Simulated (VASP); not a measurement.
Input for VASP

**INCAR**
```
# general
SYSTEM  = Pd
PREC    = Accurate
ENCUT   = 520
LREAL   = F
LASPH   = T

# electronic loop
EDIFF   = 1E-7
NELM    = 100
ALGO    = Normal
LMAXMIX = 4

# smearing
ISMEAR  = -5

# functional
GGA     = 91

# ions
ISIF    = 2

# output
LWAVE   = F
LCHARG  = T
LORBIT  = 11
NEDOS   = 601
```

**KPOINTS**
```
Automatic mesh
0
Gamma
18 18 18
0 0 0
```

File POSCAR:
```
Pd
1
    0.0000000000     1.9735247150     1.9735247150
    1.9735247150     0.0000000000     1.9735247150
    1.9735247150     1.9735247150     0.0000000000
Pd
1
Direct
  0.0000000000   0.0000000000   0.0000000000
```

POTCAR, in this order: Pd (PBE.64 set). Program: vasp_std.

Question: Translate this PW91 calculation to Quantum ESPRESSO's pw.x.

Answer: One equivalent input (not run):
```
&CONTROL
  calculation = 'scf'
  pseudo_dir = './pseudo'
  outdir = './out'
  tprnfor = .true.
  tstress = .true.
/
&SYSTEM
  ibrav = 0
  nat = 1
  ntyp = 1
  ecutwfc = 82
  occupations = 'tetrahedra'
  input_dft = 'pw91'
/
&ELECTRONS
  conv_thr = 7.3e-09
  electron_maxstep = 100
/
ATOMIC_SPECIES
  Pd 106.420 Pd.upf
CELL_PARAMETERS angstrom
     0.0000000    1.9735247    1.9735247
     1.9735247    0.0000000    1.9735247
     1.9735247    1.9735247    0.0000000
ATOMIC_POSITIONS crystal
  Pd   0.0000000  0.0000000  0.0000000
K_POINTS automatic
  18 18 18 0 0 0
```
What does not carry over: the potentials are each code's own (VASP's PAW set, PseudoDojo norm-conserving files in pw.x), so ENCUT and ecutwfc are chosen apart and not converted; conv_thr bounds pw.x's estimated SCF error, while EDIFF bounds the energy change between steps.

The compound is Pd in the fcc structure. It was relaxed first.
